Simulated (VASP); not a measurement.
Output of a VASP run:

OSZICAR:
```
       N       E                     dE             d eps       ncg     rms          rms(c)
DAV:   1     0.127998115755E+02    0.12800E+02   -0.41146E+03   800   0.839E+02
DAV:   2    -0.142337071723E+02   -0.27034E+02   -0.26268E+02   984   0.146E+02
DAV:   3    -0.148065851876E+02   -0.57288E+00   -0.57288E+00   896   0.271E+01
DAV:   4    -0.148084160173E+02   -0.18308E-02   -0.18308E-02  1096   0.139E+00
DAV:   5    -0.148084200869E+02   -0.40696E-05   -0.40696E-05   920   0.531E-02    0.993E+00
DAV:   6    -0.116296702941E+02    0.31787E+01   -0.20097E+01   848   0.292E+01    0.285E+00
DAV:   7    -0.116590568110E+02   -0.29387E-01   -0.15498E-01   752   0.460E+00    0.199E+00
DAV:   8    -0.116695172640E+02   -0.10460E-01   -0.50064E-02   776   0.316E+00    0.468E-01
DAV:   9    -0.116690101257E+02    0.50714E-03   -0.47947E-04  1080   0.236E-01    0.203E-01
DAV:  10    -0.116694530847E+02   -0.44296E-03   -0.11188E-03   752   0.405E-01    0.424E-02
DAV:  11    -0.116694495120E+02    0.35727E-05   -0.23790E-05   848   0.451E-02    0.148E-02
DAV:  12    -0.116694557351E+02   -0.62231E-05   -0.16856E-05   784   0.498E-02    0.184E-03
DAV:  13    -0.116694558159E+02   -0.80748E-07   -0.25228E-07   960   0.656E-03
   1 F= -.11669456E+02 E0= -.11669456E+02  d E =-.685466E-12
```

OUTCAR:
```
------------------------ aborting loop because EDIFF is reached ----------------------------------------
  FORCE on cell =-STRESS in cart. coord.  units (eV):
  Direction    XX          YY          ZZ          XY          YZ          ZX
  --------------------------------------------------------------------------------------
  Total        0.7725383      0.7725383      0.7725383     -0.0000000     -0.0000000     -0.0000000
  in kB       58.2938619     58.2938619     58.2938619     -0.0000000     -0.0000000     -0.0000000
  external PRESSURE =      58.2938619 kB  Pullay stress =       0.0000000 kB
  volume of cell :       21.23
      direct lattice vectors                 reciprocal lattice vectors
     0.000000000  2.197822425  2.197822425    -0.227497906  0.227497906  0.227497906
     2.197822425  0.000000000  2.197822425     0.227497906 -0.227497906  0.227497906
     2.197822425  2.197822425  0.000000000     0.227497906  0.227497906 -0.227497906
  FREE ENERGIE OF THE ION-ELECTRON SYSTEM (eV)
  ---------------------------------------------------
  free  energy   TOTEN  =       -11.6694558159 eV

  energy  without entropy=      -11.6694558159  energy(sigma->0) =      -11.66945582
```
(Selected blocks of OUTCAR.)

### POSCAR
```
AlN
1
    0.0000000000     2.1978224251     2.1978224251
    2.1978224251     0.0000000000     2.1978224251
    2.1978224251     2.1978224251     0.0000000000
Al N
1 1
Direct
  0.0000000000   0.0000000000   0.0000000000
  0.2500000000   0.2500000000   0.2500000000
```

Problem. Reconstruct the remaining input files.

Solution. This is not unique; one that fits is the input of the run itself, vdW-DF2, plane waves, VASP's PBE PAW potentials (set 64).

### INCAR
```
AGGAC = 0.0
ALGO = Normal
EDIFF = 1E-7
ENCUT = 520
GGA = ML
ISIF = 2
ISMEAR = 0
LASPH = T
LCHARG = F
LREAL = F
LUSE_VDW = T
LWAVE = F
NELM = 100
PREC = Accurate
SIGMA = 0.05
SYSTEM = AlN
ZAB_VDW = -1.8867
```

**KPOINTS**
```
Automatic mesh
0
Gamma
10 10 10
0 0 0
```

POTCAR, in this order: Al N (PBE.64 set). Program: vasp_std.

The compound is AlN in the zinc blende structure, a metastable form; wurtzite is the usual one. This cell is one point of a volume scan, at 0.97 of the reference volume.
